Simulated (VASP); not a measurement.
Method: PBEsol GGA, VASP's PBE PAW potentials (set 64) (plane waves; VASP 6.6.1).

VASP input:

INCAR:
```
SYSTEM = TiAl
PREC = Accurate
ENCUT = 300
EDIFF = 1E-6
NELM = 100
ALGO = Normal
LREAL = .FALSE.
LASPH = .TRUE.
ISMEAR = -1
SIGMA = 0.1
GGA = PS
LMAXMIX = 4
LWAVE = .FALSE.
LCHARG = .FALSE.
ISIF = 2
```

KPOINTS:
```
Regular mesh
0
Gamma
  9 9 7
```

### POSCAR
```
TiAl
1
    2.7734000000     0.0000000000     0.0000000000
    0.0000000000     2.7734000000     0.0000000000
    0.0000000000     0.0000000000     3.9886000000
Ti Al
1 1
Direct
  0.0000000000   0.0000000000   0.0000000000
  0.5000000000   0.5000000000   0.5000000000
```

POTCAR, in this order: Ti_sv Al (PBE.64 set). Program: vasp_std.

What VASP printed:

OSZICAR:
```
       N       E                     dE             d eps       ncg     rms          rms(c)
DAV:   1     0.639743977315E+02    0.63974E+02   -0.56544E+03  1326   0.976E+02
DAV:   2    -0.111480975676E+02   -0.75122E+02   -0.72948E+02  1350   0.275E+02
DAV:   3    -0.147771774152E+02   -0.36291E+01   -0.34770E+01  1954   0.615E+01
DAV:   4    -0.148864664496E+02   -0.10929E+00   -0.10836E+00  1592   0.918E+00
DAV:   5    -0.148911689603E+02   -0.47025E-02   -0.46985E-02  1948   0.163E+00    0.105E+01
DAV:   6    -0.134134792063E+02    0.14777E+01   -0.12235E+01  1605   0.385E+01    0.337E+00
DAV:   7    -0.132664177009E+02    0.14706E+00   -0.10186E+00  1515   0.105E+01    0.205E+00
DAV:   8    -0.132499571017E+02    0.16461E-01   -0.11959E-01  1506   0.368E+00    0.428E-01
DAV:   9    -0.132488210550E+02    0.11360E-02   -0.17820E-02  1503   0.183E+00    0.228E-01
DAV:  10    -0.132487058401E+02    0.11521E-03   -0.10718E-03  1584   0.350E-01    0.667E-02
DAV:  11    -0.132486909527E+02    0.14887E-04   -0.25393E-04  1658   0.194E-01    0.293E-02
DAV:  12    -0.132486899655E+02    0.98719E-06   -0.15733E-05  1513   0.482E-02    0.582E-03
DAV:  13    -0.132486898645E+02    0.10096E-06   -0.41240E-07   805   0.603E-03
   1 F= -.13248690E+02 E0= -.13218542E+02  d E =-.602950E-01
```

File OUTCAR:
```
------------------------ aborting loop because EDIFF is reached ----------------------------------------
  FORCE on cell =-STRESS in cart. coord.  units (eV):
  Direction    XX          YY          ZZ          XY          YZ          ZX
  --------------------------------------------------------------------------------------
  Total        0.6788981      0.6788981      0.7171043      0.0000000      0.0000000      0.0000000
  in kB       35.4543630     35.4543630     37.4496207      0.0000000      0.0000000      0.0000000
  external PRESSURE =      36.1194489 kB  Pullay stress =       0.0000000 kB
  volume of cell :       30.68
      direct lattice vectors                 reciprocal lattice vectors
     2.773400000  0.000000000  0.000000000     0.360568256  0.000000000  0.000000000
     0.000000000  2.773400000  0.000000000     0.000000000  0.360568256  0.000000000
     0.000000000  0.000000000  3.988600000     0.000000000  0.000000000  0.250714536
 POSITION                                       TOTAL-FORCE (eV/Angst)
 -----------------------------------------------------------------------------------
      0.00000      0.00000      0.00000         0.000000      0.000000      0.000000
      1.38670      1.38670      1.99430         0.000000      0.000000      0.000000
 -----------------------------------------------------------------------------------
    total drift:                               -0.000000      0.000000     -0.000000
  FREE ENERGIE OF THE ION-ELECTRON SYSTEM (eV)
  ---------------------------------------------------
  free  energy   TOTEN  =       -13.2486898645 eV

  energy  without entropy=      -13.1883949127  energy(sigma->0) =      -13.21854239
```
(Selected blocks of OUTCAR.)

At this cut-off the stress carries a Pulay error, which pulls relaxed volumes low.

The structure is a typed TiAl crystal (P4/mmm). The cell was not relaxed at this level, and its volume differs by -5.9 % from the start's. The electron count is odd and the run is not spin-polarised, which forces a metal.
